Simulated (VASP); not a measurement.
All values below come from r2SCAN meta-GGA, VASP's PBE PAW potentials (set 64) (plane waves; VASP).

VASP input:

INCAR:
```
! general
SYSTEM  = Li2O
PREC    = Accurate
ENCUT   = 520
LREAL   = .FALSE.   ! projection in real space or not
LASPH   = .TRUE.   ! aspherical one-centre terms

! electronic loop
EDIFF   = 1E-7   ! SCF stop (eV)
NELM    = 100
ALGO    = Normal   ! blocked Davidson
LMIXTAU = .TRUE.

! smearing
ISMEAR  = 0
SIGMA   = 0.05   ! width (eV)

! functional
METAGGA = R2SCAN

! ions
ISIF    = 2

! output
LWAVE   = .FALSE.
LCHARG  = .FALSE.
```

### KPOINTS
```
K-points
0
gamma
 10 10 10
```

### POSCAR
```
Li2O
3.2684460
  0.0000000000   0.7071068125   0.7071068125
  0.7071068125   0.0000000000   0.7071068125
  0.7071068125   0.7071068125   0.0000000000
Li O
2 1
Direct
  0.2500000000   0.2500000000   0.2500000000
  0.7500000000   0.7500000000   0.7500000000
  0.0000000000   0.0000000000   0.0000000000
```

POTCAR, in this order: Li_sv O (PBE.64 set). Program: vasp_std.

Question: Estimate the energy per atom (σ→0), pressure, band gap (on the k-mesh).

Answer: 
* **energy per atom (σ→0)**: -5.609 eV/atom
* **band gap (on the k-mesh)**: 5.66 eV
* **pressure**: -3.00 GPa

**OSZICAR**
```
...
DAV:  15    -0.168256439138E+02   -0.51635E-03   -0.52014E-04  1028   0.244E-01    0.122E-02
DAV:  16    -0.168258907551E+02   -0.24684E-03   -0.27651E-04   970   0.226E-01    0.174E-02
DAV:  17    -0.168258770422E+02    0.13713E-04   -0.20477E-05  1020   0.651E-02    0.138E-02
DAV:  18    -0.168256857161E+02    0.19133E-03   -0.53081E-05  1220   0.617E-02    0.377E-03
DAV:  19    -0.168257289490E+02   -0.43233E-04   -0.33940E-06  1006   0.231E-02    0.156E-03
DAV:  20    -0.168257321984E+02   -0.32494E-05   -0.32775E-07  1264   0.653E-03    0.650E-04
DAV:  21    -0.168257321989E+02   -0.56343E-09   -0.73571E-08  1008   0.380E-03
   1 F= -.16825732E+02 E0= -.16825732E+02  d E =-.227618E-16
```

The compound is Li2O in the antifluorite structure. This cell is one point of a volume scan, at 1.03 of the reference volume.
